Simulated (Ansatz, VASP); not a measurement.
Given: the input of a run of VASP 6.6.1 on Mg6CrC. The cell comes from a database or a generator and needn't be the stable form of this composition.

The input INCAR:

```
SYSTEM = Mg6CrC
  PREC = Accurate
  ENCUT = 520
  EDIFF = 1E-6
  ISMEAR = 0
  SIGMA = 0.05
  LREAL = .False.
  LASPH = .True.
  NELM = 100
  ALGO = Fast
  ISIF = 2
  LWAVE = .False.
  LCHARG = .False.
  ISPIN = 2
  MAGMOM = 3 0 0 0 0 0 0 0
  LORBIT = 11
  LMAXMIX = 4
  GGA = PE
```

KPOINTS

```
regular mesh
0
Gamma
  9 4 4
  0 0 0
```

Contents of POSCAR:

```
Mg6CrC
3.1112
    0.999984571869      0.000000000000      0.000000000000
    0.000000000000      1.559522210080      1.662406627668
    0.000000000000     -1.559522210080      1.662406627668
Cr Mg C
1 6 1
Direct
    0.0000000000      0.8389580000      0.8389580000
    0.5000000000      0.0842310000      0.0842310000
    0.5000000000      0.1098000000      0.6448920000
    0.5000000000      0.6448920000      0.1098000000
    0.0000000000      0.3469750000      0.3469750000
    0.0000000000      0.4608090000      0.7810070000
    0.0000000000      0.7810070000      0.4608090000
    0.5000000000      0.7333280000      0.7333280000
```

Potentials or basis: VASP PAW PBE potentials, release 54 (Cr_pv, Mg, C).

Launch:

```bash
$ cat potpaw_PBE.54/Cr_pv/POTCAR potpaw_PBE.54/Mg/POTCAR potpaw_PBE.54/C/POTCAR > POTCAR
$ mpirun -np 1 vasp_std > vasp.out
```

Task: Set up the same calculation for Ansatz 0.2.0. Potentials or basis there: Ansatz PAW, cutoff 420 eV.

Result: As run (cutoffs and basis follow the program's own potentials, and thresholds, step limits or extra output files can differ):

The input input.yaml:

```yaml
crystal:
  lattice:
    - [3.111152, 0.0, 0.0]
    - [0.0, 4.8519855, 5.1720795]
    - [0.0, -4.8519855, 5.1720795]
  atoms:
    - { symbol: Cr, position: [0.0, 0.838958, 0.838958], spin: 3.0 }
    - { symbol: Mg, position: [0.5, 0.084231, 0.084231] }
    - { symbol: Mg, position: [0.5, 0.1098, 0.644892] }
    - { symbol: Mg, position: [0.5, 0.644892, 0.1098] }
    - { symbol: Mg, position: [0.0, 0.346975, 0.346975] }
    - { symbol: Mg, position: [0.0, 0.460809, 0.781007] }
    - { symbol: Mg, position: [0.0, 0.781007, 0.460809] }
    - { symbol: C, position: [0.5, 0.733328, 0.733328] }
hamiltonian:
  xc: pbe
  pseudopotentials: { kind: paw }
magnetization:
  spin_polarized: true
kpoints:
  mp_grid: { grid: [9, 4, 4] }
scf:
  occupations: { method: gaussian, width: 0.05 }
output:
  forces: true
  stress: true
  eigenvalues: true
  write_density: true
  write_potential: true
  elf: true
  volumetric_format: npy
```

Potentials or basis: Ansatz PAW.

Command:

```sh
$ ansatz run input.yaml --threads 4 --pin off --max-ram 11264MiB --backend cpu --events-out ev --progress --plain --runs-dir out
```

Both were run:

|  | VASP | Ansatz |
| --- | --- | --- |
| Pressure | -0.5 GPa | -0.4 GPa |
| Largest force | 0.197 eV/Å | 0.238 eV/Å |
| Net moment | 1.53 μB per cell | 1.52 μB per cell |

Ansatz's pressure holds a Pulay term of +0.04 GPa for its cutoff of 420 eV, which the other run lacks.

The potentials hold 28 and 78 valence electrons a cell.

Where Ansatz's input types no cutoff or centring, it takes its own default and a Γ-centred mesh.

The magnetic state is the one that the start led to; the real crystal's order can differ.

Pressure is positive in compression.
